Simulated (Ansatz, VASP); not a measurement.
# One calculation of Ti3Sb4, two programs

```
CELL_PARAMETERS angstrom
-3.39641 3.39641 3.39641
3.39641 -3.39641 3.39641
3.39641 3.39641 -3.39641
ATOMIC_POSITIONS crystal
Ti 0.00000 0.50000 0.50000
Ti 0.50000 0.00000 0.50000
Ti 0.50000 0.50000 0.00000
Sb 0.50000 0.50000 0.50000
Sb 0.00000 0.00000 0.50000
Sb 0.00000 0.50000 0.00000
Sb 0.50000 0.00000 0.00000
```

Alike in both runs: functional PBE; k mesh 4 × 4 × 4; occupations gaussian, width 0.1 eV; no spin polarisation.

Ansatz relaxed the structure, and its values are those at the end. VASP's run is a single point on that final structure, the one shown.

```csv
,VASP,Ansatz
version,VASP 6.6.1,Ansatz 0.2.0
potentials or method,"VASP PAW PBE potentials, release 64 (Ti_sv, Sb)","scalar-relativistic, plane waves, PAW"
plane-wave cutoff (eV),520,420
valence electrons in the cell,56,96
```

```tsv
	VASP	Ansatz	Ansatz less VASP
gap on the k mesh at the Fermi level (eV)	none	none	-
pressure (GPa)	0.0	0.0	-0.02
```

A gap of «none» marks a metal or a gap that the smearing closes. The two sets of potentials don't hold the same shells in valence.

The runs have no spin-orbit coupling, so splittings on Sb are missing.
